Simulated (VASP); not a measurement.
RuPb2: single point with RPBE

The system is RuPb2.

```xyz
6
Lattice="6.0977 0.0000 0.0000 0.0000 6.8636 0.0000 0.0000 0.0000 3.2955" Properties=species:S:1:pos:R:3 pbc="T T T"
Ru    0.0000    0.0000    0.0000
Ru    3.0489    3.4318    1.6478
Pb    1.1269    2.4681    0.0000
Pb    4.9709    4.3954    0.0000
Pb    4.1757    0.9636    1.6478
Pb    1.9220    5.8999    1.6478
```

The cell was built by a generator and needn't be a form met in nature.

| Item | Value |
| --- | --- |
| Program | VASP 6.6.1 |
| Task | single point |
| Functional | RPBE |
| Potentials or basis | VASP PAW PBE potentials, release 64 (Ru_pv, Pb_d) |
| Cutoff | 520 eV |
| k mesh | 3 × 3 × 6 |
| Occupations | fermi-dirac, width 0.1 eV |
| Spin | no spin polarisation |
| Dipole correction | no |
| Further INCAR settings | ALGO = Fast; EDIFF = 1e-06; NBANDS = 51 |

```json
{"Pressure": "10.0 GPa", "Largest force": "0.810 eV/Å", "Band gap on the k mesh": "none (metal or under the smearing width)"}
```

Forces on the atoms (eV/Å):
```
Ru   0.000  0.000  0.000
Ru   0.000  0.000  0.000
Pb   0.518 -0.623  0.000
Pb  -0.518  0.623  0.000
Pb   0.518  0.623  0.000
Pb  -0.518 -0.623  0.000
```

Stress tensor (GPa, compression positive):
```
13.18  0.00  0.00
 0.00  9.56  0.00
 0.00  0.00  7.11
```

Levels at points of the mesh, in eV from the Fermi level:
```csv
k point,band 40,band 41,band 42,band 43,band 44,band 45
"(0.00, 0.00, 0.00)",-0.94,-0.34,-0.28,-0.08,0.05,2.14
"(0.00, 0.00, 0.50)",-1.40,-0.21,-0.21,0.24,0.24,1.17
```

Run time: 97 s on 1 thread of AMD EPYC 9R45 96-Core Processor (Zen 5), with other jobs on the host, peak memory 0.27 GiB.

Caveat: the PAW data sets were made with another functional, which shifts forces and pressure a little. The run has no spin-orbit coupling, so splittings on Pb are missing.
